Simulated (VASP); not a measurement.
Si: energy against strain

Si (diamond, Fd-3m, 20.075 Å³/atom at rest, cube axes along x, y and z) under a strain ε along a cube axis (axis z), the other axes held. PBEsol in VASP (plane waves, PAW), 480 eV, 10×10×10 Γ-centred mesh, Gaussian smearing 0.05 eV; ions are relaxed within the symmetry of each cell.

Here s stands for strain and y for E less E0.

| strain (%) | E less E0 (meV/atom) |
|---|---|
| -3.00 | ? |
| -1.50 | 2.24 |
| -1.00 | 1.00 |
| -0.50 | 0.25 |
| 0.00 | 0.00 |
| 0.50 | 0.24 |
| 1.00 | 0.97 |
| 1.50 | 2.17 |

Fit y against s with a parabola, and predict the withheld value at s = -3.00.

Least squares gives y = 0.001 - 0.0200·s + 0.9800·s². Residuals (row less fit): 0.004, -0.001, -0.006, -0.001, 0.004, 0.009, -0.006; standard error 0.007 (degrees of freedom: 4). Twice the quadratic coefficient over the volume, 2 × 0.9800 meV × 10⁴ × 0.1602 / 20.075 Å³, is the elastic constant C11 = 156 ± 0.5 GPa. At the withheld row, y = 0.001 - 0.0200 × (-3.0) + 0.9800 × (-3.0)² = 8.881 meV/atom. The calculation gives 9.01 meV/atom, 0.129 meV/atom above the prediction (1.4 % of the range of y in the table). The row lies outside the fitted rows, so this is an extrapolation. From the scatter of the fitted rows alone, a prediction at this place has a standard error of 0.026 meV/atom, so the miss is 5.0 times that.

One order more, fitted to all 13 runs of the series, follows each within 0.01, so the miss is the next term of a smooth law. Rows are the converged runs of the series near zero and its far end; series whose fitted rows scatter by over a few per cent of the range, as at a crossing or softening among them, aren't shown in this form. Most that stay on the fit to the last digits aren't either.
